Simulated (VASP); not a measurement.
Consider the following.

```
CELL_PARAMETERS angstrom
      0.00000     2.41951     2.41951
      2.41951     0.00000     2.41951
      2.41951     2.41951     0.00000
ATOMIC_POSITIONS crystal
  Cd 0.00000 0.00000 0.00000
  O  0.50000 0.50000 0.50000
```

Method: RPBE GGA, VASP's PBE PAW potentials (set 64) (plane waves; VASP). Numerical set-up: 520 eV cut-off, 13×13×13 Γ-centred mesh, first-order Methfessel-Paxton smearing of 0.10 eV, potentials Cd O.

Task: What does the run give for the energy per atom (σ→0), band gap (on the k-mesh) with the smallest direct gap where there is one?

Result: 
- band gap (on the k-mesh) = none (metal, semimetal or under 0.01 eV)
- energy per atom (σ→0) = -3.477 eV/atom

Only differences to runs with the same potentials and settings are physical.

The compound is CdO in the rock salt structure. It was relaxed first, which changed the volume by +9 %.
